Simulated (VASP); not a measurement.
**NiMoIrPdW: relaxation of cell and atoms with RPBE**

NiMoIrPdW:

```xyz
10
Lattice="2.7708 0.0000 0.0000 -1.3854 2.3996 0.0000 0.0000 0.0000 22.0199" Properties=species:S:1:pos:R:3 pbc="T T T"
Ni    0.0000    1.5997   18.7348
Ni    1.3854    0.7999    3.2852
Mo    1.3854    0.7999   16.7481
Mo    0.0000    1.5997    5.2718
Pd    0.0000    1.5997    1.1734
Pd    1.3854    0.7999   20.8465
Ir    0.0000    1.5997   14.4948
Ir    1.3854    0.7999    7.5251
W     0.0000    1.5997    9.7808
W     1.3854    0.7999   12.2391
```

The cell was built by a generator and needn't be a form met in nature.

| Item | Value |
| --- | --- |
| Program | VASP 6.6.1 |
| Task | relaxation of cell and atoms |
| Functional | RPBE |
| Potentials or basis | VASP PAW PBE potentials, release 64 (Ni, Mo_sv, Pd, Ir, W_sv) |
| Cutoff | 600 eV |
| k mesh | 11 × 11 × 2 |
| Occupations | fermi-dirac, width 0.05 eV |
| Spin | collinear spin, ferromagnetic start |
| Starting moments | [1.0, 1.0, 1.0, 1.0, 0.0, 0.0, 0.6, 0.6, 0.0, 0.0] μB |
| Further INCAR settings | ALGO = Normal; EDIFF = 1e-07; IBRION = 2; EDIFFG = -0.01; NSW = 60; ISIF = 3 |

```json
{
  "Relaxed volume": "14.92 Å³/atom",
  "Relaxed cell": "a = 2.789 Å, b = 2.789 Å, c = 22.139 Å, α = 90.00°, β = 90.00°, γ = 120.00°",
  "Space group after relaxing (to 0.05 Å)": "P-3m1 (No. 164)",
  "Energy gained by relaxing": "4.0 meV/atom",
  "Ionic steps": "18",
  "Pressure after relaxing": "0.1 GPa",
  "Largest force after relaxing": "0.008 eV/Å",
  "Band gap on the k mesh": "none (metal or under the smearing width)",
  "Net moment": "0.00 μB per cell",
  "Valence electrons inside the program's atomic spheres": "Ni 9.17; Mo 12.46; Pd 9.38; Ir 8.37; W 12.02"
}
```

Forces in eV/Å, atoms in the order of the input:
```
Ni   0.000  0.000  0.001
Ni   0.000  0.000 -0.001
Mo   0.000  0.000  0.002
Mo   0.000  0.000 -0.002
Pd   0.000  0.000  0.002
Pd   0.000  0.000 -0.002
Ir   0.000  0.000  0.008
Ir   0.000  0.000 -0.008
W    0.000  0.000  0.004
W    0.000  0.000 -0.004
```

The path:
| step | energy change (eV) | largest force (eV/Å) | pressure (GPa) | volume (Å³) |
| --- | --- | --- | --- | --- |
| 1 | 0.0000 | 0.1294 | 4.44 | 146.41 |
| 2 | 0.1368 | 0.1925 | -8.76 | 155.17 |
| 3 | -0.0365 | 0.1264 | -0.10 | 149.10 |
| 4 | -0.0365 | 0.1266 | -0.03 | 149.04 |
| 5 | -0.0381 | 0.0431 | 0.02 | 149.04 |
| 6 | -0.0381 | 0.0362 | 0.05 | 149.04 |
| 7 | -0.0384 | 0.0358 | -0.06 | 149.13 |
| 8 | -0.0388 | 0.0345 | -0.35 | 149.36 |
| 9 | -0.0390 | 0.0323 | -0.32 | 149.34 |
| 10 | -0.0393 | 0.0312 | -0.18 | 149.26 |
| 11 | -0.0395 | 0.0396 | 0.08 | 149.11 |
| 12 | -0.0395 | 0.0385 | 0.07 | 149.13 |
| 13 | -0.0395 | 0.0360 | 0.06 | 149.14 |
| 14 | -0.0397 | 0.0284 | 0.02 | 149.17 |
| 15 | -0.0397 | 0.0242 | -0.03 | 149.24 |
| 16 | -0.0397 | 0.0177 | -0.03 | 149.22 |
| 17 | -0.0398 | 0.0122 | -0.02 | 149.20 |
| 18 | -0.0398 | 0.0080 | 0.09 | 149.16 |

Final structure:
```
Ni Mo Pd Ir W
1.0
     2.78922   -0.00001    0.00000
    -1.39461    2.41553    0.00000
     0.00001   -0.00001   22.13936
Ni Mo Pd Ir W
2 2 2 2 2
Direct
  0.33333 0.66667 0.85012
  0.66667 0.33333 0.14988
  0.66667 0.33333 0.75946
  0.33333 0.66667 0.24054
  0.33333 0.66667 0.05354
  0.66667 0.33333 0.94646
  0.33334 0.66667 0.65758
  0.66666 0.33333 0.34242
  0.33333 0.66667 0.44420
  0.66667 0.33333 0.55580
```

Levels at points of the mesh, in eV from the Fermi level:
Spin up:
| k point | band 54 | band 55 | band 56 | band 57 | band 58 | band 59 | band 60 | band 61 |
| --- | --- | --- | --- | --- | --- | --- | --- | --- |
| (0.00, 0.00, 0.00) | -0.84 | -0.84 | -0.53 | -0.52 | -0.52 | -0.19 | -0.19 | -0.13 |
| (0.00, 0.00, 0.50) | -0.95 | -0.88 | -0.88 | -0.47 | -0.47 | -0.25 | -0.25 | -0.10 |
Spin down:
```
           k point  band 54  band 55  band 56  band 57  band 58  band 59  band 60  band 61
(0.00, 0.00, 0.00)    -0.84    -0.84    -0.53    -0.52    -0.52    -0.19    -0.19    -0.13
(0.00, 0.00, 0.50)    -0.95    -0.88    -0.88    -0.47    -0.47    -0.25    -0.25    -0.10
```

Wall time 2.4 h on 4 MPI ranks on Intel(R) Xeon(R) Platinum 8488C (Sapphire Rapids) (shared host), peak memory 1.5 GiB a rank.

Caveat: the PAW data sets were made with another functional, which shifts forces and pressure a little. Spin-orbit coupling is left out, which matters for the levels of Ir, W.
